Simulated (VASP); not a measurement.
Here is the system:

```xyz
4
Lattice="4.0715 0.0000 0.0000 0.0000 4.0715 0.0000 0.0000 0.0000 4.0715" Properties=species:S:1:pos:R:3 pbc="T T T"
Sc     0.0000     0.0000     0.0000
Al     0.0000     2.0358     2.0358
Al     2.0358     0.0000     2.0358
Al     2.0358     2.0358     0.0000
```

All values below come from PBEsol GGA, VASP's PBE PAW potentials (set 64) (plane waves; VASP 6.6.1). Numerical set-up: 480 eV cut-off, 8×8×8 Γ-centred mesh, first-order Methfessel-Paxton smearing of 0.10 eV, potentials Sc_sv Al.

Energy and stress use the plane-wave basis of the starting cell.

Question: The ions, cell shape and volume at an external pressure of 15.0 GPa are relaxed. What does this cell relax into?

Answer: 
```xyz
4
Lattice="3.9047 0.0000 0.0000 0.0000 3.9047 0.0000 0.0000 0.0000 3.9047" Properties=species:S:1:pos:R:3 pbc="T T T"
Sc     0.0000     0.0000     0.0000
Al     0.0000     1.9524     1.9524
Al     1.9524     0.0000     1.9524
Al     1.9524     1.9524     0.0000
```
Space group Pm-3m (221), at a tolerance of 0.03 Å.

Question: How do energy and volume change from the first to the last step?

Answer: The energy (σ→0) changes by +84.9 meV/atom and the volume by -11.8 %, in 4 ionic steps.

The compound is Al3Sc in the L1_2 structure. This run relaxes it under an external pressure of 15 GPa. Symmetry was kept, so distortions that lower it aren't found.
